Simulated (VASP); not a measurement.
Calculation: PBE GGA + U (Dudarev), VASP's PBE PAW potentials (set 64) (plane waves; VASP).

A VASP calculation is set up with these files.

**KPOINTS**
```
Automatic
0
Gamma
10 10 10
0 0 0
```

**INCAR**
```
SYSTEM = AuZn
PREC = Accurate
ENCUT = 400
EDIFF = 1E-6
NELM = 100
ALGO = Normal
LREAL = .FALSE.
LASPH = .TRUE.
ISMEAR = 1
SIGMA = 0.1
GGA = PE
LMAXMIX = 6
LWAVE = .FALSE.
LCHARG = .FALSE.
ISIF = 2
LDAU = .TRUE.
LDAUTYPE = 2
LDAUL = 2 -1
LDAUU = 2.0 0
LDAUJ = 0 0
LDAUPRINT = 1
LORBIT = 10
```

POSCAR:
```
AuZn
6.30
  0.5000000000   0.0000000000   0.0000000000
  0.0000000000   0.5000000000   0.0000000000
  0.0000000000   0.0000000000   0.5000000000
Zn Au
1 1
Cart
  0.2500000000   0.2500000000   0.2500000000
  0.0000000000   0.0000000000   0.0000000000
```

POTCAR, in this order: Zn Au (PBE.64 set). Program: vasp_std.

The resulting files:

**OUTCAR**
```
 ion  position               nearest neighbor table
   1  0.500  0.500  0.500-   2 2.73   2 2.73   2 2.73   2 2.73   2 2.73   2 2.73   2 2.73   2 2.73
  LATTYP: Found a simple cubic cell.
 ALAT       =     3.1500000000
 Subroutine PRICEL returns:
 Original cell was already a primitive cell.
 Subroutine GETGRP returns: Found 48 space group operations
The static configuration has the point symmetry O_h .
The dynamic configuration has the point symmetry O_h .
 Subroutine INISYM returns: Found 48 space group operations
 Subroutine IBZKPT returns following result:
 Found     56 irreducible k-points:

 Following reciprocal coordinates:
            Coordinates               Weight
  0.000000  0.000000  0.000000      1.000000
  0.100000  0.000000  0.000000      6.000000
  0.200000  0.000000  0.000000      6.000000
  0.300000  0.000000  0.000000      6.000000
  0.400000  0.000000  0.000000      6.000000
  0.500000  0.000000  0.000000      3.000000
  0.100000  0.100000  0.000000     12.000000
  0.200000  0.100000  0.000000     24.000000
  0.300000  0.100000  0.000000     24.000000
  0.400000  0.100000  0.000000     24.000000
  0.500000  0.100000  0.000000     12.000000
  0.200000  0.200000  0.000000     12.000000
  0.300000  0.200000  0.000000     24.000000
  0.400000  0.200000  0.000000     24.000000
  0.500000  0.200000  0.000000     12.000000
  0.300000  0.300000  0.000000     12.000000
  0.400000  0.300000  0.000000     24.000000
  0.500000  0.300000  0.000000     12.000000
  0.400000  0.400000  0.000000     12.000000
  0.500000  0.400000  0.000000     12.000000
  0.500000  0.500000  0.000000      3.000000
  0.100000  0.100000  0.100000      8.000000
  0.200000  0.100000  0.100000     24.000000
  0.300000  0.100000  0.100000     24.000000
  0.400000  0.100000  0.100000     24.000000
...
```

OSZICAR:
```
       N       E                     dE             d eps       ncg     rms          rms(c)
DAV:   1     0.109521070318E+03    0.10952E+03   -0.10169E+04  1712   0.168E+03
DAV:   2    -0.158385215531E+01   -0.11110E+03   -0.10812E+03  1785   0.305E+02
DAV:   3    -0.497728912022E+01   -0.33934E+01   -0.33842E+01  2030   0.647E+01
DAV:   4    -0.499510275098E+01   -0.17814E-01   -0.17813E-01  1946   0.406E+00
DAV:   5    -0.499531300941E+01   -0.21026E-03   -0.21026E-03  2114   0.437E-01    0.856E+00
DAV:   6    -0.457227081519E+01    0.42304E+00   -0.15196E+00  1687   0.134E+01    0.533E+00
DAV:   7    -0.454821614469E+01    0.24055E-01   -0.37830E-02  2101   0.506E+00    0.289E+00
DAV:   8    -0.454013309489E+01    0.80830E-02   -0.11535E-02  1869   0.127E+00    0.174E-01
DAV:   9    -0.454013131137E+01    0.17835E-05   -0.33983E-04  1981   0.282E-01    0.733E-02
DAV:  10    -0.454014188458E+01   -0.10573E-04   -0.44167E-05  2046   0.923E-02    0.171E-02
DAV:  11    -0.454014275293E+01   -0.86835E-06   -0.46062E-06  1841   0.526E-02
   1 F= -.45401428E+01 E0= -.45398921E+01  d E =-.751945E-03
```

File OUTCAR:
```
------------------------ aborting loop because EDIFF is reached ----------------------------------------
  FORCE on cell =-STRESS in cart. coord.  units (eV):
  Direction    XX          YY          ZZ          XY          YZ          ZX
  --------------------------------------------------------------------------------------
  Total        0.6154210      0.6154210      0.6154210      0.0000000     -0.0000000      0.0000000
  in kB       31.5465021     31.5465021     31.5465021      0.0000000     -0.0000000      0.0000000
  external PRESSURE =      31.5465021 kB  Pullay stress =       0.0000000 kB
  volume of cell :       31.26
      direct lattice vectors                 reciprocal lattice vectors
     3.150000000  0.000000000  0.000000000     0.317460317  0.000000000  0.000000000
     0.000000000  3.150000000  0.000000000     0.000000000  0.317460317  0.000000000
     0.000000000  0.000000000  3.150000000     0.000000000  0.000000000  0.317460317
 POSITION                                       TOTAL-FORCE (eV/Angst)
 -----------------------------------------------------------------------------------
      1.57500      1.57500      1.57500         0.000000      0.000000      0.000000
      0.00000      0.00000      0.00000         0.000000      0.000000      0.000000
 -----------------------------------------------------------------------------------
    total drift:                                0.000000      0.000000     -0.000000
  FREE ENERGIE OF THE ION-ELECTRON SYSTEM (eV)
  ---------------------------------------------------
  free  energy   TOTEN  =        -4.5401427529 eV

  energy  without entropy=       -4.5393908080  energy(sigma->0) =       -4.53989210

 total charge

# of ion       s       p       d       tot
------------------------------------------
    1        0.518   0.443   9.803  10.764
    2        0.626   0.391   8.704   9.721
--------------------------------------------------
tot          1.144   0.834  18.507  20.484
```
(Selected blocks of OUTCAR.)

The compound is AuZn in the CsCl type structure. The cell was not relaxed at this level. The run is one of a series of settings (LDAU = .TRUE., LDAUJ = 0 0, LDAUL = 2 -1, LDAUTYPE = 2, LDAUU = 2.0 0 against the base run), some of them coarse on purpose. The electron count is odd and the run is not spin-polarised, which forces a metal.
